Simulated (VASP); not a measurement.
## Mg under uniaxial stress along [0001]

Wanted: the elastic response of Mg to uniaxial stress along [0001], with a fit that predicts a row left out.

Main program and level: VASP 6.6.1; PBEsol; plane waves and PAW (Mg), in the first sound run; inputs show where later runs differ.

### Step 1. The structure

It takes space group P6_3/mmc (No. 194, hexagonal). The conventional cell has a = 3.210 Å, b = 3.210 Å, c = 5.213 Å, α = 90.00°, β = 90.00°, γ = 120.00°. Nearest to Mg lie 12 Mg at 3.20 to 3.21 Å.

### Step 2. Relax the crystal, PBEsol

The series starts from the cell that this level prefers, so that zero strain is near zero stress.

This step took 2 runs in a row; the last is shown.

Level: PBEsol; plane waves and PAW (Mg).

Contents of INCAR:

```
SYSTEM = Mg
PREC = Accurate
ENCUT = 450
EDIFF = 1E-07
NELM = 120
ISMEAR = 1
SIGMA = 0.15
LREAL = .FALSE.
ALGO = Normal
GGA = PS
NBANDS = 8
LASPH = .TRUE.
LORBIT = 11
LWAVE = .FALSE.
LCHARG = .FALSE.
KPAR = 8
IBRION = 2
NSW = 40
ISIF = 3
EDIFFG = -0.005
POTIM = 0.4
```

Contents of POSCAR:

```
Mg
1.0
    3.1737578490      0.0000000000      0.0000000000
   -1.5868789245      2.7485549226      0.0000000000
    0.0000000000      0.0000000000      5.1571085761
Mg
2
Direct
    0.0000000000      0.0000000000      0.0000000000
    0.3333333333      0.6666666667      0.5000000000
```

Contents of KPOINTS:

```
Automatic mesh
0
Gamma
21 21 11
0 0 0
```

The projector-augmented-wave data sets are Mg (PBE family, release 64).

On the command line:

```
mpirun -np 8 vasp_std
```

The program printed:

```text
[banner, memory and clock lines left out]
running    8 mpi-ranks, on    1 nodes
[...]
|                                                                             |
|           W    W    AA    RRRRR   N    N  II  N    N   GGGG   !!!           |
|           W    W   A  A   R    R  NN   N  II  NN   N  G    G  !!!           |
|           W    W  A    A  R    R  N N  N  II  N N  N  G       !!!           |
|           W WW W  AAAAAA  RRRRR   N  N N  II  N  N N  G  GGG   !            |
|           WW  WW  A    A  R   R   N   NN  II  N   NN  G    G                |
|           W    W  A    A  R    R  N    N  II  N    N   GGGG   !!!           |
|                                                                             |
|     For optimal performance we recommend to set                             |
|       NCORE = 2 up to number-of-cores-per-socket                            |
|     NCORE specifies how many cores store one orbital (NPAR=cpu/NCORE).      |
|     This setting can greatly improve the performance of VASP for DFT.       |
[...]
|     You enforced a specific xc type in the INCAR file but a different       |
|     [... a line on the potential file left out ...]
|     I HOPE YOU KNOW WHAT YOU ARE DOING!                                     |
|                                                                             |

 LDA part: xc-table for (Slater+PW92), standard interpolation
 POSCAR, INCAR and KPOINTS ok, starting setup
[...]
entering main loop
       N       E                     dE             d eps       ncg     rms          rms(c)
DAV:   1    -0.123217786740E+01   -0.12322E+01   -0.12847E+03  4672   0.306E+02
DAV:   2    -0.345658112226E+01   -0.22244E+01   -0.21519E+01  6112   0.214E+01
DAV:   3    -0.346839674764E+01   -0.11816E-01   -0.11783E-01  6024   0.202E+00
DAV:   4    -0.346843171511E+01   -0.34967E-04   -0.34967E-04  6888   0.918E-02
[...]
DAV:   9    -0.344838897221E+01    0.31460E-06   -0.90109E-07  5272   0.450E-03    0.582E-04
DAV:  10    -0.344838883403E+01    0.13818E-06   -0.35121E-09  4712   0.359E-04    0.121E-04
DAV:  11    -0.344838882943E+01    0.45950E-08   -0.25331E-10  2984   0.113E-04
   1 F= -.34483888E+01 E0= -.34484524E+01  d E =-.344839E+01
[...]
reached required accuracy - stopping structural energy minimisation
```

It took 4.4 s on 8 MPI ranks of Intel Xeon 6975P-C (Granite Rapids), shared host; peak memory 1.7 GiB.

Lines that name or quote the potential files are left out of all logs, and their timing lines are given in words.

OUTCAR, selected parts (step 2):

```text
  Total       -0.0070678     -0.0070678     -0.0035947      0.0000000      0.0000000      0.0000000
  in kB       -0.2517158     -0.2517158     -0.1280223      0.0000000      0.0000000      0.0000000
  external PRESSURE =      -0.2104847 kB  Pullay stress =       0.0000000 kB

 POSITION                                       TOTAL-FORCE (eV/Angst)
 -----------------------------------------------------------------------------------
      0.00000      0.00000      0.00000        -0.000000      0.000000      0.000000
     -0.00000      1.83237      2.57855         0.000000      0.000000      0.000000
 -----------------------------------------------------------------------------------
    total drift:                               -0.000000      0.000000      0.000000

  FREE ENERGIE OF THE ION-ELECTRON SYSTEM (eV)
  ---------------------------------------------------
  free  energy   TOTEN  =        -3.4483888294 eV

  energy  without entropy=       -3.4485795592  energy(sigma->0) =       -3.44845241

 reached required accuracy - stopping structural energy minimisation

[... 3 further parts left out ...]
[key lines of the parts left out:]
E-fermi :   2.6942
```

Read from the output:

```
energy(sigma→0) of the program : -3.4485 eV
stress, compression positive   : xx, yy, zz -0.03, -0.03, -0.01 GPa
volume                         : 44.987 Å³
ionic steps                    : 1
```

### Step 3. Strain across the axis, PBEsol

One member in full: the axis is strained by -0.5 %, and the two directions across it are strained alike until their mean stress is under 0.012 GPa or five steps are spent.

This step took 3 runs, each at a new trial strain with the atoms of the one before; the last is shown.

Level: PBEsol; plane waves and PAW (Mg).

Changes to INCAR since step 2:

```diff
@@ -15,7 +15,7 @@
 LCHARG = .FALSE.
-KPAR = 8
-IBRION = 2
-NSW = 40
-ISIF = 3
-EDIFFG = -0.005
-POTIM = 0.4
+KPAR = 2
+IBRION = 1
+NSW = 25
+ISIF = 2
+EDIFFG = -0.004
+POTIM = 0.3
```

Contents of POSCAR:

```
Mg
1.0
    3.1764556520      0.0000000000      0.0000000000
   -1.5882278260      2.7508912890      0.0000000000
    0.0000000000      0.0000000000      5.1313230330
Mg
2
Direct
    0.0000000000      0.0000000000      0.0000000000
    0.3333333333      0.6666666667      0.5000000000
```

KPOINTS is that of step 2.

On the command line:

```
mpirun -np 2 vasp_std
```

The program printed:

```text
[banner, memory and clock lines left out]
running    2 mpi-ranks, on    1 nodes
[...]
[... a notice as in an earlier step ...]

 LDA part: xc-table for (Slater+PW92), standard interpolation
 POSCAR, INCAR and KPOINTS ok, starting setup
[...]
entering main loop
       N       E                     dE             d eps       ncg     rms          rms(c)
DAV:   1    -0.122693180597E+01   -0.12269E+01   -0.13345E+03  4696   0.309E+02
DAV:   2    -0.345659134922E+01   -0.22297E+01   -0.21585E+01  6184   0.218E+01
DAV:   3    -0.346820171426E+01   -0.11610E-01   -0.11602E-01  6216   0.202E+00
DAV:   4    -0.346823492713E+01   -0.33213E-04   -0.33213E-04  6664   0.885E-02
[...]
DAV:   9    -0.344817086884E+01    0.30290E-06   -0.90505E-07  5312   0.452E-03    0.581E-04
DAV:  10    -0.344817073428E+01    0.13456E-06   -0.35590E-09  4848   0.359E-04    0.125E-04
DAV:  11    -0.344817072884E+01    0.54411E-08   -0.26028E-10  2912   0.116E-04
   1 F= -.34481707E+01 E0= -.34482128E+01  d E =-.344817E+01
 BRION: g(F)=  0.387E-52 g(S)=  0.000E+00
 reached required accuracy - stopping structural energy minimisation
```

It took 10 s on 2 MPI ranks; peak memory 0.4 GiB; 20 s of CPU time.

Parts of OUTCAR (step 3):

```text
  Total        0.0000767      0.0000767      0.0869236      0.0000000     -0.0000000      0.0000000
  in kB        0.0027414      0.0027414      3.1060091      0.0000000     -0.0000000      0.0000000
  external PRESSURE =       1.0371640 kB  Pullay stress =       0.0000000 kB

 POSITION                                       TOTAL-FORCE (eV/Angst)
 -----------------------------------------------------------------------------------
      0.00000      0.00000      0.00000         0.000000     -0.000000      0.000000
     -0.00000      1.83393      2.56566         0.000000      0.000000      0.000000
 -----------------------------------------------------------------------------------
    total drift:                               -0.000000      0.000000      0.000000

  FREE ENERGIE OF THE ION-ELECTRON SYSTEM (eV)
  ---------------------------------------------------
  free  energy   TOTEN  =        -3.4481707288 eV

  energy  without entropy=       -3.4482969906  energy(sigma->0) =       -3.44821282

[... 2 parts as in an earlier step ...]

[... 2 further parts left out ...]
[key lines of the parts left out:]
E-fermi :   2.7147
```

Numbers from this step:

```
energy(sigma→0) of the program : -3.4482 eV
stress, compression positive   : xx, yy, zz 0.00, 0.00, 0.31 GPa
ionic steps                    : 1
```

### Step 4. All members

The other members went through these steps as far as the tables show, with the same cutoff and, step by step, the same mesh; 27 runs are not shown. The session took 0.19 core hours (wall time by ranks) on a shared machine.

```csv
strain along the axis (%),strain across the axis (%),"stress along the axis, tension positive (GPa)","energy above the unstrained row, extrapolated to no smearing (meV/atom)"
-2.000,0.451,-1.291,1.748
-1.500,0.329,-0.944,0.985
-1.000,0.205,-0.622,0.452
-0.500,0.085,-0.311,0.121
0,-0.027,0.002,0.000
0.500,-0.132,0.314,0.098
1.000,-0.232,?,?
1.500,-0.323,0.943,0.934
2.000,-0.402,1.275,1.695
```

### Step 5. A fit to the known rows

Fitting a parabola to the 8 known rows (e: strain in %) gives stress = − 0.002939 e² + 0.6356 e + 0.005320 in GPa; the residuals are 0.0093 GPa r.m.s.

At e = 1 this predicts 0.638 GPa.

### Step 6. Checking the prediction

The calculation gives 0.624 GPa, so the prediction is 0.014 GPa too high, within twice the residual of the fit.

Slopes at zero strain, from cubics through all rows: strain ratio -0.220, stress over strain 62 GPa.

### Step 7. What came out

* error of the predicted stress: 0.014 GPa
* Poisson ratio: 0.220
* Young's modulus along the axis: 62 GPa

**Reading.** As a check, the curvature of the energy gives 60 GPa for the same modulus (energy per volume = E/2 × strain²), 3 % from the slope of the stress; these energies are extrapolated to no smearing, while the stress belongs to the free energy, so part of the difference may come from that. These are static values: temperature and zero-point motion are left out. In a metal the slopes also depend on mesh and smearing, which were held through the series.

[Lines on the potential files, build, host, timing and source positions are cut from VASP's logs without a mark.]

[Logs are printed without paths, hosts, clocks, repeated set-up lines and the standing remarks that a program may print on its own settings, such as how far it seeks lower states.]

[Hosts, paths, dates, database ids (printed as entryN), source tags and the programs' standing remarks are cut or masked in the printed files.]

[In band tables of VASP the shares of atoms and orbitals are scaled to a sum of 1 inside the atoms' spheres.]
